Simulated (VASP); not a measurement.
Here is the system:

```yaml
crystal:
  lattice:
    - [3.79732, 0.00000, 0.00000]
    - [0.00000, 3.79732, 0.00000]
    - [0.00000, 0.00000, 3.79732]
  atoms:
    - { symbol: Ti, position: [0.00000, 0.00000, 0.00000] }
    - { symbol: Pt, position: [0.00000, 0.50000, 0.50000] }
    - { symbol: Pt, position: [0.50000, 0.00000, 0.50000] }
    - { symbol: Pt, position: [0.50000, 0.50000, 0.00000] }
```

Computed with SCAN meta-GGA, VASP's PBE PAW potentials (set 64) (plane waves; VASP). Numerical set-up: 520 eV cut-off, 8×8×8 Γ-centred mesh, first-order Methfessel-Paxton smearing of 0.10 eV, potentials Ti_sv Pt.

Unless said otherwise, spin-orbit coupling is left out, though it shifts the bands of the heavy elements here.

Question: What does the run give for the energy per atom (σ→0), pressure, band gap (on the k-mesh) with the smallest direct gap where there is one?

Answer: 
```yaml
band gap (on the k-mesh): none (metal, semimetal or under 0.01 eV)
energy per atom (σ→0): -57.698 eV/atom
pressure: 20.28 GPa
```

The absolute energy has meaning only against runs of the same code, potentials and settings.

The compound is Pt3Ti in the L1_2 structure. This cell is one point of a volume scan, at 0.94 of the reference volume.
